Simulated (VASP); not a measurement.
Wanted: the native input for a VASP 6.6.1 run.

```yaml
Task: optical spectrum
Functional: PBEsol
Potentials_or_basis: VASP PAW PBE potentials, release 64 (Ta_pv)
Cutoff: 520 eV
k_mesh: 22 × 22 × 22
Occupations: methfessel-paxton, width 0.1 eV
Spin: no spin polarisation
Further_INCAR_settings: ALGO = Fast; EDIFF = 1e-07
```

The structure of Ta lies in POSCAR:

```
Ta                                      
1.0
   -1.6600000000      1.6600000000      1.6600000000
    1.6600000000     -1.6600000000      1.6600000000
    1.6600000000      1.6600000000     -1.6600000000
  Ta            
     1
Direct
     0.0000000000000000    0.0000000000000000    0.0000000000000000
```

The cell was built by a generator and needn't be a form met in nature.

These files were run (other wordings do the same):

INCAR

```
  PREC = Accurate
  ENCUT = 520
  EDIFF = 1E-7
  ISMEAR = 1
  SIGMA = 0.1
  LREAL = F
  LASPH = T
  NELM = 100
  ALGO = Fast
  ISIF = 2
  LWAVE = F
  LCHARG = F
  GGA = PS
  LOPTICS = T
  NEDOS = 2000
  CSHIFT = 0.1
```

KPOINTS

```
regular mesh
0
Gamma
  22 22 22
```

Potentials or basis: VASP PAW PBE potentials, release 64 (Ta_pv).

Launch:

```console
$ cat potpaw_PBE.64/Ta_pv/POTCAR > POTCAR
$ mpirun -np 1 vasp_std > vasp.out
```

It gave:

The pressure is -6.7 GPa. The band gap on the k mesh is none (metal or under the smearing width).

Caveat: independent-particle spectra lack excitons; the intraband (Drude) part of a metal's response may be missing; the PAW data sets were made with another functional, which shifts forces and pressure a little.

Run time: 45 s on 1 thread of Intel(R) Xeon(R) Platinum 8488C (Sapphire Rapids) (shared host), peak memory 0.26 GiB.
